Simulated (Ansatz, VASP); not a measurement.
# Li3Ga2: VASP beside Ansatz

Aim: how closely do two programs agree when they are given the same cell, functional and k mesh? The structure shown is frame 72 of VASP's trajectory.

Method: plane waves, with VASP 6.6.1 beside it; single point at PBEsol, in Ansatz 0.2.0.

## (1) The structure

The cell holds 40 atoms: 16 Ga and 24 Li. Its edges and angles: a = 10.746 Å, b = 10.746 Å, c = 10.746 Å, α = 48.6°, β = 48.6°, γ = 48.6°. It derives from Li3Ga2.

## (2) VASP: dynamics, PBEsol

This run makes the geometry at which the two programs are then compared.

Lines of VASP's logs that name or quote its potential files are left out, and so is its time.

Contents of INCAR:

```
SYSTEM = Li3Ga2
PREC = Normal
ENCUT = 220
EDIFF = 1E-04
NELM = 120
ISMEAR = -1
SIGMA = 0.0259
LREAL = Auto
ALGO = VeryFast
GGA = PS
LWAVE = .FALSE.
LCHARG = .FALSE.
NCORE = 4
IBRION = 0
NSW = 72
POTIM = 1
TEBEG = 300
TEEND = 300
ISYM = 0
ISIF = 2
NELMIN = 4
MAXMIX = 40
NBLOCK = 1
RANDOM_SEED = 927946 0 0
NWRITE = 1
MDALGO = 2
SMASS = 1
```

Contents of POSCAR:

```
Li3Ga2
   1.00000000000000
     4.4220494838000004    2.5530714599000000    9.4556652814000000
    -4.4220494838000004    2.5530714599000000    9.4556652814000000
     0.0000000000000000   -5.1061429197999999    9.4556652814000000
  Ga              Li
    16    24
Direct
    -0.0127018604878025    0.2295687795609440    0.1215349311005115
     0.9403445043920232    0.1829826984475181    0.7636468497034016
    -0.0128816400274135    0.7797013332565330    0.0840293126360438
     0.2103511840653995    0.5552959388239367    0.5073621328077241
     0.6330384660262937    1.0746358636476809    0.0568281358442230
     0.5576867471788083   -0.0551885255802214    0.6764276401116615
     0.7731787116923916    0.5599798608464147    1.0053749368194922
     0.5169205357818494    0.7911521146137920    0.6330098489268589
     0.6345987588682588    0.2527192509535809    0.3026264774373569
     0.3084471362045300    0.6159662564435658    0.8464809577907032
     0.4542649025813504    0.8221397858301982    0.4127194483961653
     0.4308370454128608    0.6180323297755520    0.1998002412792389
     0.7708053123349409    0.5254539083093768    0.4476007983783523
     0.0563555575230908    0.3042078677220365    0.8006634331420474
     0.8600114354476871    1.0065694645315251    0.4341879496361045
     0.8136925049051139    1.1495820429623056    0.6527941150746699
     0.2926936289245157    0.0467843360398499    0.9498844066071214
     0.7247083659013144    0.3607272294947936    0.3673054980921987
     0.0763668396376566    0.8541762815831130    0.5963029260523369
     0.9897972727688786    0.5207111533690090    0.5091194376679374
     0.3577825687721524    0.1125523110142626    1.0967756016228627
     0.3265210486512764    0.1257737774475926    0.4016167823780288
     0.3111454120370253    0.8042502999358024    0.9342503439311558
     0.6343903721849599    0.3628369400958354    0.7861377041874488
     0.2096108408899914    0.6303940231715106    0.2013395643241752
     0.5460734034252774    0.2111640987668110    0.6175514693683960
     0.3847470508387462    0.5919084975188270    0.5104979850359738
     0.1793609255789214    0.9475600407984881    0.6439344176014250
     1.1848822314722824    0.4476369499379657    0.8516981154533019
     0.7094774460083290    0.4431666488346964    0.8823386235655590
     0.7631276184907756    0.8732472372029103    0.3477322952532343
     0.7069717797456224    0.8908708665717927    0.8343025651961204
     0.0772256059806110    0.4320475303842350    0.2319131937035950
     0.2838708971802626    0.2450797075304681    0.5553259079049484
     0.1336041187310592    0.8660858679664681    0.2599496931140778
     0.0549487760672857    1.1833843537740865    0.3193475659480047
     0.9586654412524647    0.0737330066172457    0.0358770999087322
     0.4876473764119962    0.3367288781638678    1.1343990490019518
     0.7620457492263200    0.7157398060729913    0.1569782994195538
     0.8764512618581897    0.6825308285340974    0.6440224465402196

  0.29794365E-02  0.64815305E-02 -0.25068378E-02
 -0.18058677E-03 -0.32001848E-02  0.17331136E-02
 -0.87631830E-03  0.76559874E-03  0.12469495E-02
  0.43839900E-02  0.58889334E-02 -0.16328887E-02
  0.10200310E-02  0.10599564E-01 -0.33826726E-03
 -0.53017482E-03 -0.94982200E-03  0.60450788E-02
 -0.39960888E-02 -0.18006169E-02  0.21759289E-02
  0.18308555E-02 -0.18272008E-02 -0.46353325E-02
  0.41504596E-02  0.26423036E-02  0.54455635E-03
  0.15653658E-02  0.54200081E-02  0.11194170E-02
 -0.55978321E-02  0.20389746E-02  0.70466199E-03
  0.37010478E-02 -0.43063840E-03 -0.36547428E-02
 -0.11256342E-02 -0.21421478E-02  0.49396728E-02
 -0.15206539E-02  0.23907755E-02  0.32529466E-02
 -0.39518483E-02  0.16414247E-02  0.15188167E-02
 -0.56886578E-02 -0.12834839E-02 -0.34507070E-02
  0.20355869E-01 -0.38087291E-02  0.49416135E-02
 -0.49114583E-02 -0.68234411E-02 -0.13300220E-01
 -0.10367548E-01 -0.16375624E-01 -0.14009089E-01
  0.12456346E-01 -0.71809893E-02  0.68190499E-02
 -0.24350092E-01  0.21573413E-01 -0.39455607E-02
 -0.12813355E-01 -0.66225002E-02  0.45619046E-02
 -0.18584320E-01 -0.63057676E-03  0.70501334E-02
 -0.39293620E-03 -0.25538721E-02 -0.14399110E-02
 -0.17398140E-01  0.67689419E-02  0.17691672E-01
  0.24798767E-01  0.70437225E-02 -0.16237937E-01
 -0.14350769E-01 -0.14746732E-01  0.19173945E-01
  0.77991411E-02  0.43101598E-02 -0.30101545E-01
 -0.15591255E-02 -0.14258307E-01  0.28128270E-01
  0.10263280E-01  0.12064156E-01  0.14459210E-01
 -0.14275464E-02 -0.12089294E-02 -0.14282532E-01
 -0.84451136E-02  0.23630146E-02  0.24230076E-01
  0.22556666E-01 -0.75784635E-02  0.11225806E-01
  0.50642737E-02  0.20720550E-02  0.62266353E-02
  0.10786069E-01  0.11432993E-01  0.83956934E-02
 -0.74082671E-02  0.84991569E-02  0.76731805E-02
 -0.61753973E-02 -0.18105618E-01  0.60026359E-02
 -0.23302111E-01  0.20954716E-02  0.35523482E-02
 -0.11337941E-01 -0.50895082E-02  0.17947187E-01
 -0.62596858E-02  0.25031217E-01  0.23680110E-01

           1
   1.00000000000000
  0.10000000E+01  0.00000000E+00  0.00000000E+00  0.00000000E+00
  0.98796977E+00  0.22956664E+00  0.12060032E+00
  0.94017627E+00  0.18285530E+00  0.76412577E+00
  0.98711321E+00  0.77989436E+00  0.83973313E-01
  0.21117375E+00  0.55512711E+00  0.50653570E+00
  0.63383382E+00  0.75200553E-01  0.55432314E-01
  0.55777790E+00  0.94502252E+00  0.67676475E+00
  0.77268604E+00  0.56039086E+00  0.56867348E-02
  0.51684486E+00  0.79066241E+00  0.63308501E+00
  0.63525974E+00  0.25244165E+00  0.30230069E+00
  0.30901742E+00  0.61618255E+00  0.84581277E+00
  0.45378990E+00  0.82293068E+00  0.41247808E+00
  0.43109857E+00  0.61745690E+00  0.19972763E+00
  0.77071233E+00  0.52561548E+00  0.44805462E+00
  0.56454363E-01  0.30465055E+00  0.80046596E+00
  0.85972530E+00  0.71769943E-02  0.43402718E+00
  0.81284386E+00  0.15001983E+00  0.65284004E+00
  0.29492083E+00  0.44408269E-01  0.95055588E+00
  0.72323873E+00  0.36036826E+00  0.36772752E+00
  0.73631717E-01  0.85378567E+00  0.59794710E+00
  0.99097731E+00  0.51907432E+00  0.51029739E+00
  0.35629855E+00  0.11657481E+00  0.93819850E-01
  0.32480074E+00  0.12695108E+00  0.40264224E+00
  0.30925146E+00  0.80655899E+00  0.93458121E+00
  0.63412846E+00  0.36266389E+00  0.78642038E+00
  0.20870919E+00  0.63342678E+00  0.20107947E+00
  0.54876479E+00  0.20824751E+00  0.61605941E+00
  0.38283766E+00  0.59324438E+00  0.51309927E+00
  0.17946300E+00  0.94589842E+00  0.64231053E+00
  0.18476673E+00  0.44787403E+00  0.85455129E+00
  0.71193519E+00  0.44330346E+00  0.88127323E+00
  0.76238380E+00  0.87282624E+00  0.34738664E+00
  0.70702532E+00  0.89283418E+00  0.83484821E+00
  0.79677089E-01  0.42939806E+00  0.23329839E+00
  0.28479828E+00  0.24486186E+00  0.55527488E+00
  0.13586602E+00  0.86590861E+00  0.25875295E+00
  0.54936454E-01  0.18504733E+00  0.31850840E+00
  0.95699685E+00  0.73460913E-01  0.38452606E-01
  0.48527464E+00  0.33962566E+00  0.13425069E+00
  0.76106420E+00  0.71732222E+00  0.15827547E+00
  0.87821232E+00  0.68570745E+00  0.64158911E+00
 -0.97720887E-03  0.66256848E-03  0.34241442E-03
 -0.84830703E-03 -0.53355355E-03  0.10056245E-02
 -0.13447231E-02  0.12518604E-02 -0.47171470E-03
 -0.86169778E-03  0.38591298E-03  0.26228928E-03
  0.52888229E-03 -0.44859182E-03 -0.25598962E-03
  0.99754508E-04 -0.69123867E-03  0.98881812E-04
  0.79353864E-03  0.42355220E-03 -0.12495382E-02
  0.24546235E-03  0.53883891E-03 -0.33618244E-03
 -0.16116216E-03  0.28522714E-04 -0.68544477E-04
  0.21451445E-03 -0.73108490E-04 -0.34396611E-03
  0.67667475E-03 -0.12248359E-02 -0.25570184E-04
  0.12548318E-02 -0.22101214E-02  0.81941549E-03
 -0.12081159E-02  0.15259657E-02  0.46774952E-03
  0.33707535E-03  0.20478417E-04 -0.54300187E-03
  0.27835129E-03 -0.20655503E-03  0.56240479E-03
 -0.58295482E-03  0.11268167E-02 -0.46930921E-03
  0.30052677E-02 -0.18824306E-03 -0.15068859E-02
  0.19326922E-02  0.19438054E-02 -0.34937452E-02
  0.22874670E-02 -0.25597418E-02  0.46970951E-03
 -0.12083595E-02  0.23421640E-02  0.28008093E-02
  0.24332984E-02 -0.52055697E-02  0.43661315E-02
  0.30939489E-02  0.28150819E-02 -0.46599168E-02
 -0.11963081E-02  0.13925680E-02  0.11317151E-02
  0.26943958E-02 -0.35266372E-02  0.41074654E-02
  0.57619510E-02 -0.38755709E-03 -0.18139656E-02
  0.12462880E-03 -0.15143933E-02  0.10420799E-02
  0.53369620E-03 -0.11276672E-02 -0.74797712E-03
  0.23548014E-02 -0.14316774E-02  0.25984168E-03
 -0.13424464E-02  0.19832704E-02  0.66340194E-03
 -0.36772125E-02 -0.11558948E-04  0.31685213E-02
 -0.20267204E-02  0.31629102E-02 -0.19490670E-02
 -0.49702102E-03 -0.22245328E-03  0.16044346E-02
  0.10406960E-02 -0.28745037E-02 -0.42071961E-03
 -0.24204220E-02 -0.28660374E-03  0.95240056E-03
  0.97492718E-03 -0.60051574E-03  0.11013858E-04
  0.40176508E-02  0.25722354E-03 -0.56475896E-02
 -0.56353819E-03  0.13106933E-03 -0.37881545E-03
 -0.28290265E-02  0.17214093E-02  0.11437702E-02
 -0.12059892E-02  0.22910621E-04  0.21246653E-02
  0.21788321E-02 -0.15694018E-02 -0.11879345E-02
  0.00000000E+00  0.00000000E+00  0.00000000E+00
  0.00000000E+00  0.00000000E+00  0.00000000E+00
  0.00000000E+00  0.00000000E+00  0.00000000E+00
  0.00000000E+00  0.00000000E+00  0.00000000E+00
  0.00000000E+00  0.00000000E+00  0.00000000E+00
  0.00000000E+00  0.00000000E+00  0.00000000E+00
  0.00000000E+00  0.00000000E+00  0.00000000E+00
  0.00000000E+00  0.00000000E+00  0.00000000E+00
  0.00000000E+00  0.00000000E+00  0.00000000E+00
  0.00000000E+00  0.00000000E+00  0.00000000E+00
  0.00000000E+00  0.00000000E+00  0.00000000E+00
  0.00000000E+00  0.00000000E+00  0.00000000E+00
  0.00000000E+00  0.00000000E+00  0.00000000E+00
  0.00000000E+00  0.00000000E+00  0.00000000E+00
  0.00000000E+00  0.00000000E+00  0.00000000E+00
  0.00000000E+00  0.00000000E+00  0.00000000E+00
  0.00000000E+00  0.00000000E+00  0.00000000E+00
  0.00000000E+00  0.00000000E+00  0.00000000E+00
  0.00000000E+00  0.00000000E+00  0.00000000E+00
  0.00000000E+00  0.00000000E+00  0.00000000E+00
  0.00000000E+00  0.00000000E+00  0.00000000E+00
  0.00000000E+00  0.00000000E+00  0.00000000E+00
  0.00000000E+00  0.00000000E+00  0.00000000E+00
  0.00000000E+00  0.00000000E+00  0.00000000E+00
  0.00000000E+00  0.00000000E+00  0.00000000E+00
  0.00000000E+00  0.00000000E+00  0.00000000E+00
  0.00000000E+00  0.00000000E+00  0.00000000E+00
  0.00000000E+00  0.00000000E+00  0.00000000E+00
  0.00000000E+00  0.00000000E+00  0.00000000E+00
  0.00000000E+00  0.00000000E+00  0.00000000E+00
  0.00000000E+00  0.00000000E+00  0.00000000E+00
  0.00000000E+00  0.00000000E+00  0.00000000E+00
  0.00000000E+00  0.00000000E+00  0.00000000E+00
  0.00000000E+00  0.00000000E+00  0.00000000E+00
  0.00000000E+00  0.00000000E+00  0.00000000E+00
  0.00000000E+00  0.00000000E+00  0.00000000E+00
  0.00000000E+00  0.00000000E+00  0.00000000E+00
  0.00000000E+00  0.00000000E+00  0.00000000E+00
  0.00000000E+00  0.00000000E+00  0.00000000E+00
  0.00000000E+00  0.00000000E+00  0.00000000E+00
```

Contents of KPOINTS:

```
Automatic mesh
0
Gamma
2 2 2
0 0 0
```

Potentials, in the order of the species: Ga and Li (PBE family, release 64).

The run is started by

```console
$ mpirun -np 4 vasp_std
```

Numbers of over 12 decimals in the logs are rounded to 6 here.

The log of the run:

```text
[banner, memory and clock lines left out]
running    4 mpi-ranks, on    1 nodes
[...]
|                                                                             |
|               ----> ADVICE to this user running VASP <----                  |
|                                                                             |
|     You enforced a specific xc type in the INCAR file but a different       |
|     [... a line on the potential file left out ...]
|     I HOPE YOU KNOW WHAT YOU ARE DOING!                                     |
|                                                                             |

 LDA part: xc-table for (Slater+PW92), standard interpolation
|                                                                             |
|           W    W    AA    RRRRR   N    N  II  N    N   GGGG   !!!           |
|           W    W   A  A   R    R  NN   N  II  NN   N  G    G  !!!           |
|           W    W  A    A  R    R  N N  N  II  N N  N  G       !!!           |
[...]
63 T=   308. E= -.90941363E+02 F= -.10343566E+03 E0= -.10342200E+03  EK= 0.15508E+01 SP= 0.65E+01 SK= 0.44E+01
     64 T=   307. E= -.90941397E+02 F= -.10351760E+03 E0= -.10350384E+03  EK= 0.15483E+01 SP= 0.66E+01 SK= 0.44E+01
     65 T=   307. E= -.90941429E+02 F= -.10360224E+03 E0= -.10358839E+03  EK= 0.15486E+01 SP= 0.67E+01 SK= 0.44E+01
     66 T=   308. E= -.90941457E+02 F= -.10368872E+03 E0= -.10367480E+03  EK= 0.15506E+01 SP= 0.68E+01 SK= 0.44E+01
     67 T=   308. E= -.90941476E+02 F= -.10377617E+03 E0= -.10376219E+03  EK= 0.15535E+01 SP= 0.68E+01 SK= 0.44E+01
     68 T=   309. E= -.90941484E+02 F= -.10386378E+03 E0= -.10384974E+03  EK= 0.15563E+01 SP= 0.69E+01 SK= 0.44E+01
     69 T=   309. E= -.90941492E+02 F= -.10395073E+03 E0= -.10393665E+03  EK= 0.15583E+01 SP= 0.70E+01 SK= 0.44E+01
     70 T=   309. E= -.90941485E+02 F= -.10403629E+03 E0= -.10402217E+03  EK= 0.15588E+01 SP= 0.71E+01 SK= 0.44E+01
     71 T=   309. E= -.90941473E+02 F= -.10411982E+03 E0= -.10410567E+03  EK= 0.15574E+01 SP= 0.72E+01 SK= 0.44E+01
     72 T=   308. E= -.90941447E+02 F= -.10420075E+03 E0= -.10418658E+03  EK= 0.15534E+01 SP= 0.73E+01 SK= 0.45E+01
Information: wavefunction orthogonal band   54  0.8729
[...]
prediction of wavefunctions
 wavefunctions rotated
```

From OUTCAR (step 2):

```text
  Total        8.4113180     16.2408439      8.1806608     -0.7907315     -0.3838703     -2.4604892
  in kB       21.0399510     40.6246157     20.4629885     -1.9779246     -0.9602077     -6.1546326
  external PRESSURE =      27.3758517 kB  Pullay stress =       0.0000000 kB

 POSITION                                       TOTAL-FORCE (eV/Angst)
 -----------------------------------------------------------------------------------
     -0.90188      0.13579      3.16626        -0.445927     -0.844872      0.935654
      3.36377     -1.18390     17.89519        -0.380507      0.738611      0.185879
      0.87747      4.23500     17.43093        -0.272694      0.014025      0.390153
     -1.26644     -0.69007     11.96410        -0.225479      0.185473      0.487372
      2.72236      1.84981      7.24829         0.344001     -0.776651     -0.310293
     -1.49276      0.27183     20.71898        -0.009141     -0.118940     -0.278019
      0.86465      3.37483     12.77806         0.306264      0.444594     -0.490807
     -1.02120     -0.05047     18.09960        -0.171644      0.306760      0.063696
      1.72367      0.88420     11.06171         0.151993     -0.088194     -0.055331
     -1.45227     -2.06369     16.74713        -0.082387     -0.808860     -0.102483
     -1.85422      1.31040     15.93305        -0.018683     -0.119211     -0.419583
     -0.53430      1.75688     11.64427        -1.184764     -0.020237      0.093149
      1.04713      0.85763     16.63186        -0.097066      0.376048     -0.355406
     -1.16411     -3.06195     11.14626        -0.090164     -0.508903     -0.181462
[...]
-----------------------------------------------------------------------------------
    total drift:                                0.010932     -0.000884      0.007726

  FREE ENERGIE OF THE ION-ELECTRON SYSTEM (eV)
  ---------------------------------------------------
  free  energy   TOTEN  =      -104.2007497638 eV

  energy  without entropy=     -104.1724030168  energy(sigma->0) =     -104.18657639

[... 3 further parts left out ...]
[key lines of the parts left out:]
E-fermi :   1.9408
```

The data set Ga keeps the semicore shell frozen, which is cheaper and a little less accurate.

[end of part 1 of 2]

[Lines on the potential files, build, host, timing and source positions are cut from VASP's logs without a mark.]

[Logs are printed without paths, hosts, clocks, repeated set-up lines and the standing remarks that a program may print on its own settings, such as how far it seeks lower states.]

[Hosts, paths, dates, database ids (printed as entryN), source tags and the programs' standing remarks are cut or masked in the printed files.]
